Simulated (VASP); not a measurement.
# The defect Mg_Al in a supercell of MgAl2C2 (P-3m1), part 4 of 8

How easily does the defect Mg_Al form in MgAl2C2 (P-3m1)? The host is relaxed first, then a supercell is run with and without the defect. The start is a computed cell from the Materials Project.

VASP 6.6.1, plane waves and PAW; the level of theory is named at each step.

So far. Step 2 (Relaxing the host crystal): The run ended after 5 ionic steps, 0.008 eV below its first step, once forces and stress met EDIFFG = -0.02.

## 4. The supercell without the defect

Level of this step: PBEsol; plane waves and PAW (Mg, Al, C) (VASP).

System of this step: MgAl2C2 (P-3m1). The cell holds 90 atoms: 18 Mg, 36 Al and 36 C. Its edges and angles: a = 10.130 Å, b = 10.130 Å, c = 11.536 Å, α = 90.0°, β = 90.0°, γ = 120.0°. It derives from MgAl2C2 (MgAl2C2 (P-3m1)).

The same cell, mesh and cutoff without the defect give the energy to subtract and, in a gapped host, the band edges to count from, so that most errors cancel.

INCAR reads:

```
SYSTEM = MgAl2C2
PREC = Normal
ENCUT = 400
EDIFF = 1E-05
NELM = 120
ISMEAR = 0
SIGMA = 0.05
LREAL = Auto
ALGO = Fast
GGA = PS
LORBIT = 11
LWAVE = .FALSE.
LCHARG = .FALSE.
```

POSCAR reads:

```
MgAl2C2
1.0
   10.1304745446      0.0000000000      0.0000000000
   -5.0652372723      8.7732481764      0.0000000000
    0.0000000000      0.0000000000     11.5357978376
Mg Al C
18 36 36
Direct
    0.0000000000      0.0000000000      0.0000000000
    0.0000000000      0.0000000000      0.5000000000
    0.0000000000      0.3333333333      0.0000000000
    0.0000000000      0.3333333333      0.5000000000
    0.0000000000      0.6666666667      0.0000000000
    0.0000000000      0.6666666667      0.5000000000
    0.3333333333      0.0000000000      0.0000000000
    0.3333333333      0.0000000000      0.5000000000
    0.3333333333      0.3333333333      0.0000000000
    0.3333333333      0.3333333333      0.5000000000
    0.3333333333      0.6666666667      0.0000000000
    0.3333333333      0.6666666667      0.5000000000
    0.6666666667      0.0000000000      0.0000000000
    0.6666666667      0.0000000000      0.5000000000
    0.6666666667      0.3333333333      0.0000000000
    0.6666666667      0.3333333333      0.5000000000
    0.6666666667      0.6666666667      0.0000000000
    0.6666666667      0.6666666667      0.5000000000
    0.2222222233      0.1111111100      0.1751361392
    0.2222222233      0.1111111100      0.6751361392
    0.2222222233      0.4444444433      0.1751361392
    0.2222222233      0.4444444433      0.6751361392
    0.2222222233      0.7777777767      0.1751361392
    0.2222222233      0.7777777767      0.6751361392
    0.5555555567      0.1111111100      0.1751361392
    0.5555555567      0.1111111100      0.6751361392
    0.5555555567      0.4444444433      0.1751361392
    0.5555555567      0.4444444433      0.6751361392
    0.5555555567      0.7777777767      0.1751361392
    0.5555555567      0.7777777767      0.6751361392
    0.8888888900      0.1111111100      0.1751361392
    0.8888888900      0.1111111100      0.6751361392
    0.8888888900      0.4444444433      0.1751361392
    0.8888888900      0.4444444433      0.6751361392
    0.8888888900      0.7777777767      0.1751361392
    0.8888888900      0.7777777767      0.6751361392
    0.1111111100      0.2222222233      0.3248638608
    0.1111111100      0.2222222233      0.8248638608
    0.1111111100      0.5555555567      0.3248638608
    0.1111111100      0.5555555567      0.8248638608
    0.1111111100      0.8888888900      0.3248638608
    0.1111111100      0.8888888900      0.8248638608
    0.4444444433      0.2222222233      0.3248638608
    0.4444444433      0.2222222233      0.8248638608
    0.4444444433      0.5555555567      0.3248638608
    0.4444444433      0.5555555567      0.8248638608
    0.4444444433      0.8888888900      0.3248638608
    0.4444444433      0.8888888900      0.8248638608
    0.7777777767      0.2222222233      0.3248638608
    0.7777777767      0.2222222233      0.8248638608
    0.7777777767      0.5555555567      0.3248638608
    0.7777777767      0.5555555567      0.8248638608
    0.7777777767      0.8888888900      0.3248638608
    0.7777777767      0.8888888900      0.8248638608
    0.1111111100      0.2222222233      0.1348956580
    0.1111111100      0.2222222233      0.6348956580
    0.1111111100      0.5555555567      0.1348956580
    0.1111111100      0.5555555567      0.6348956580
    0.1111111100      0.8888888900      0.1348956580
    0.1111111100      0.8888888900      0.6348956580
    0.4444444433      0.2222222233      0.1348956580
    0.4444444433      0.2222222233      0.6348956580
    0.4444444433      0.5555555567      0.1348956580
    0.4444444433      0.5555555567      0.6348956580
    0.4444444433      0.8888888900      0.1348956580
    0.4444444433      0.8888888900      0.6348956580
    0.7777777767      0.2222222233      0.1348956580
    0.7777777767      0.2222222233      0.6348956580
    0.7777777767      0.5555555567      0.1348956580
    0.7777777767      0.5555555567      0.6348956580
    0.7777777767      0.8888888900      0.1348956580
    0.7777777767      0.8888888900      0.6348956580
    0.2222222233      0.1111111100      0.3651043420
    0.2222222233      0.1111111100      0.8651043420
    0.2222222233      0.4444444433      0.3651043420
    0.2222222233      0.4444444433      0.8651043420
    0.2222222233      0.7777777767      0.3651043420
    0.2222222233      0.7777777767      0.8651043420
    0.5555555567      0.1111111100      0.3651043420
    0.5555555567      0.1111111100      0.8651043420
    0.5555555567      0.4444444433      0.3651043420
    0.5555555567      0.4444444433      0.8651043420
    0.5555555567      0.7777777767      0.3651043420
    0.5555555567      0.7777777767      0.8651043420
    0.8888888900      0.1111111100      0.3651043420
    0.8888888900      0.1111111100      0.8651043420
    0.8888888900      0.4444444433      0.3651043420
    0.8888888900      0.4444444433      0.8651043420
    0.8888888900      0.7777777767      0.3651043420
    0.8888888900      0.7777777767      0.8651043420
```

KPOINTS reads:

```
Automatic mesh
0
Gamma
2 2 1
0 0 0
```

Potentials, in the order of the species: Mg, Al and C (PBE family, release 64).

Started as:

```sh
$ export OMP_NUM_THREADS=5
$ mpirun -np 1 vasp_std
```

Log:

```text
[banner, memory and clock lines left out]
running    1 mpi-ranks, on    1 nodes
 distrk:  each k-point on    1 cores,    1 groups
 distr:  one band on    1 cores,    1 groups
 Offloading initialized ...    1 GPUs detected
 POSCAR found type information on POSCAR MgAlC
 POSCAR found :  3 types and      90 ions
 [... a notice as in an earlier step ...]

 LDA part: xc-table for (Slater+PW92), standard interpolation
 POSCAR, INCAR and KPOINTS ok, starting setup
 FFT: planning ... GRIDC
 FFT: planning ... GRID_SOFT
 FFT: planning ... GRID
 WAVECAR not read
 entering main loop
       N       E                     dE             d eps       ncg     rms          rms(c)
DAV:   1     0.694977532709E+03    0.69498E+03   -0.10220E+05   776   0.106E+03
DAV:   2    -0.496955061130E+03   -0.11919E+04   -0.11276E+04   932   0.200E+02
DAV:   3    -0.603197074178E+03   -0.10624E+03   -0.10521E+03   904   0.582E+01
DAV:   4    -0.606534201035E+03   -0.33371E+01   -0.33248E+01   928   0.109E+01
DAV:   5    -0.606647915361E+03   -0.11371E+00   -0.11362E+00   936   0.205E+00    0.415E+01
RMM:   6    -0.533054764474E+03    0.73593E+02   -0.24092E+02   831   0.220E+01    0.139E+01
RMM:   7    -0.534318616634E+03   -0.12639E+01   -0.66363E+01   894   0.132E+01    0.978E+00
RMM:   8    -0.534034492775E+03    0.28412E+00   -0.11131E+01   806   0.610E+00    0.408E+00
RMM:   9    -0.533214286360E+03    0.82021E+00   -0.16910E+00   918   0.210E+00    0.122E+00
RMM:  10    -0.533254472652E+03   -0.40186E-01   -0.93937E-01   948   0.147E+00    0.733E-01
RMM:  11    -0.533239241048E+03    0.15232E-01   -0.12602E-01   893   0.662E-01    0.247E-01
RMM:  12    -0.533240868376E+03   -0.16273E-02   -0.23672E-02   953   0.241E-01    0.164E-01
RMM:  13    -0.533240649702E+03    0.21867E-03   -0.31202E-03   973   0.106E-01    0.142E-01
RMM:  14    -0.533239923043E+03    0.72666E-03   -0.26083E-03   926   0.819E-02    0.375E-02
RMM:  15    -0.533239957251E+03   -0.34208E-04   -0.28992E-04   950   0.385E-02    0.256E-02
RMM:  16    -0.533239954938E+03    0.23130E-05   -0.39522E-04   921   0.312E-02    0.119E-02
RMM:  17    -0.533239955053E+03   -0.11568E-06   -0.39351E-05   741   0.144E-02
   1 F= -.53323996E+03 E0= -.53323996E+03  d E =-.298902E-15
```

It took 58 s on 1 × NVIDIA H100 80GB HBM3, 81559 MiB with 1 MPI rank of AMD EPYC 7R13 (Zen 3), card shared with another run, shared host; peak memory 1.9 GiB.

From OUTCAR (step 4):

```text
  LATTYP: Found a hexagonal cell.
 ALAT       =    10.1304745446
 C/A-ratio  =     1.1387223557

The static configuration has the point symmetry D_3d.

 Found      2 irreducible k-points:

   k-points           NKPTS =      2   k-points in BZ     NKDIM =      2   number of bands    NBANDS=    190

   dimension x,y,z NGX =    50 NGY =   50 NGZ =   56
   dimension x,y,z NGXF=   100 NGYF=  100 NGZF=  112

   ENCUT  =  400.0 eV  29.40 Ry    5.42 a.u.  16.52 16.52 18.81*2*pi/ulx,y,z

   NELECT =     288.0000    total number of electrons

 E-fermi :   6.9822

 k-point     1 :       0.0000    0.0000    0.0000
  band No.  band energies     occupation
    ...
    140       6.2978      2.00000
    141       6.2979      2.00000
    142       6.4905      2.00000
    143       6.5119      2.00000
    144       6.5120      2.00000
    145       9.0828      0.00000
    146       9.0828      0.00000
    147       9.3190      0.00000
    148       9.3190      0.00000
    149       9.3190      0.00000
    ...

 k-point     2 :       0.5000    0.0000    0.0000
  band No.  band energies     occupation
    ...
    140       6.3068      2.00000
    141       6.3301      2.00000
    142       6.3301      2.00000
    143       6.6968      2.00000
    144       6.6968      2.00000
    145       8.5564      0.00000
    146       8.6550      0.00000
    147       9.5174      0.00000
    148       9.5174      0.00000
    149       9.5174      0.00000
    ...

  Total       -4.7312758     -4.7312757     -5.3978498     -0.0000000      0.0000000      0.0000000
  in kB       -7.3935158     -7.3935156     -8.4351641     -0.0000000      0.0000000      0.0000000
  external PRESSURE =      -7.7407318 kB  Pullay stress =       0.0000000 kB

  energy-cutoff  :      400.00
  volume of cell :     1025.27
      direct lattice vectors                 reciprocal lattice vectors
    10.130474545  0.000000000  0.000000000     0.098712059  0.056991435 -0.000000000
    -5.065237272  8.773248176  0.000000000     0.000000000  0.113982869  0.000000000
     0.000000000  0.000000000 11.535797838     0.000000000 -0.000000000  0.086686679

 POSITION                                       TOTAL-FORCE (eV/Angst)
 -----------------------------------------------------------------------------------
      0.00000      0.00000      0.00000         0.000000      0.000000     -0.000000
      0.00000      0.00000      5.76790         0.000000      0.000000     -0.000000
     -1.68841      2.92442      0.00000         0.000000      0.000000     -0.000000
     -1.68841      2.92442      5.76790         0.000000      0.000000     -0.000000
     -3.37682      5.84883      0.00000         0.000000      0.000000     -0.000000
     -3.37682      5.84883      5.76790         0.000000     -0.000000     -0.000000
      3.37682      0.00000      0.00000         0.000000      0.000000     -0.000000
      3.37682      0.00000      5.76790         0.000000     -0.000000     -0.000000
      1.68841      2.92442      0.00000         0.000000     -0.000000     -0.000000
      1.68841      2.92442      5.76790         0.000000      0.000000     -0.000000
     -0.00000      5.84883      0.00000         0.000000      0.000000     -0.000000
     -0.00000      5.84883      5.76790         0.000000      0.000000     -0.000000
      6.75365      0.00000      0.00000         0.000000      0.000000     -0.000000
      6.75365      0.00000      5.76790         0.000000      0.000000     -0.000000
      5.06524      2.92442      0.00000         0.000000      0.000000     -0.000000
      5.06524      2.92442      5.76790         0.000000     -0.000000     -0.000000
      3.37682      5.84883      0.00000         0.000000      0.000000     -0.000000
      3.37682      5.84883      5.76790         0.000000      0.000000     -0.000000
      1.68841      0.97481      2.02034         0.000000     -0.000000     -0.017242
      1.68841      0.97481      7.78823        -0.000000      0.000000     -0.017242
      0.00000      3.89922      2.02034        -0.000000      0.000000     -0.017242
      0.00000      3.89922      7.78823        -0.000000      0.000000     -0.017242
     -1.68841      6.82364      2.02034        -0.000000      0.000000     -0.017242
     -1.68841      6.82364      7.78823         0.000000      0.000000     -0.017242
      5.06524      0.97481      2.02034        -0.000000      0.000000     -0.017242
      5.06524      0.97481      7.78823        -0.000000     -0.000000     -0.017242
      3.37682      3.89922      2.02034        -0.000000      0.000000     -0.017242
      3.37682      3.89922      7.78823        -0.000000      0.000000     -0.017242
      1.68841      6.82364      2.02034        -0.000000      0.000000     -0.017242
      1.68841      6.82364      7.78823        -0.000000      0.000000     -0.017242
      8.44206      0.97481      2.02034         0.000000     -0.000000     -0.017242
      8.44206      0.97481      7.78823         0.000000     -0.000000     -0.017242
      6.75365      3.89922      2.02034         0.000000     -0.000000     -0.017242
      6.75365      3.89922      7.78823         0.000000     -0.000000     -0.017242
      5.06524      6.82364      2.02034        -0.000000      0.000000     -0.017242
      5.06524      6.82364      7.78823        -0.000000      0.000000     -0.017242
     -0.00000      1.94961      3.74756         0.000000      0.000000      0.017242
     -0.00000      1.94961      9.51546         0.000000      0.000000      0.017242
[...]
-----------------------------------------------------------------------------------
    total drift:                                0.000000      0.000000      0.000000

  FREE ENERGIE OF THE ION-ELECTRON SYSTEM (eV)
  ---------------------------------------------------
  free  energy   TOTEN  =      -533.2399550532 eV

  energy  without entropy=     -533.2399550532  energy(sigma->0) =     -533.23995505

 total charge
# of ion       s       p       d       tot
------------------------------------------
    1        0.148   0.150   0.048   0.346
    2        0.148   0.150   0.048   0.346
    3        0.148   0.150   0.048   0.346
    4        0.148   0.150   0.048   0.346
    5        0.148   0.150   0.048   0.346
    6        0.148   0.150   0.048   0.346
    7        0.148   0.150   0.048   0.346
    8        0.148   0.150   0.048   0.346
    9        0.148   0.150   0.048   0.346
   10        0.148   0.150   0.048   0.346
   11        0.148   0.150   0.048   0.346
   12        0.148   0.150   0.048   0.346
   13        0.148   0.150   0.048   0.346
   14        0.148   0.150   0.048   0.346
   15        0.148   0.150   0.048   0.346
   16        0.148   0.150   0.048   0.346
   17        0.148   0.150   0.048   0.346
   18        0.148   0.150   0.048   0.346
   19        0.384   0.457   0.000   0.842
   20        0.384   0.457   0.000   0.842
   21        0.384   0.457   0.000   0.842
   22        0.384   0.457   0.000   0.842
   23        0.384   0.457   0.000   0.842
   24        0.384   0.457   0.000   0.842
   25        0.384   0.457   0.000   0.842
   26        0.384   0.457   0.000   0.842
   27        0.384   0.457   0.000   0.842
   28        0.384   0.457   0.000   0.842
   29        0.384   0.457   0.000   0.842
   30        0.384   0.457   0.000   0.842
   31        0.384   0.457   0.000   0.842
   32        0.384   0.457   0.000   0.842
   33        0.384   0.457   0.000   0.842
   34        0.384   0.457   0.000   0.842
   35        0.384   0.457   0.000   0.842
   36        0.384   0.457   0.000   0.842
   37        0.384   0.457   0.000   0.842
[...]
--------------------------------------------------
tot         46.478  75.811   0.856 123.145

[... 1 part as in an earlier step ...]

[... 3 further parts left out ...]
```

This step gave:

* electronic cycles: 17
* electrons: 288
* free energy (TOTEN): -533.2400 eV
* Fermi energy: 6.982 eV
* gap on the k-mesh: 1.860 eV

No direct gap is given, since this cell folds other wave vectors onto the zone centre.

The perfect cell has a gap of 1.86 eV on this mesh, with its valence-band top at 6.697 eV, and charged states follow.

(Part 4 of 8 ends here.)

[Lines on the potential files, build, host, timing and source positions are cut from VASP's logs without a mark.]

[Logs are printed without paths, hosts, clocks, repeated set-up lines and the standing remarks that a program may print on its own settings, such as how far it seeks lower states.]

[Hosts, paths, dates, database ids (printed as entryN), source tags and the programs' standing remarks are cut or masked in the printed files.]

[In band tables of VASP the shares of atoms and orbitals are scaled to a sum of 1 inside the atoms' spheres.]

[Runs that stopped without an error message from VASP are left out.]
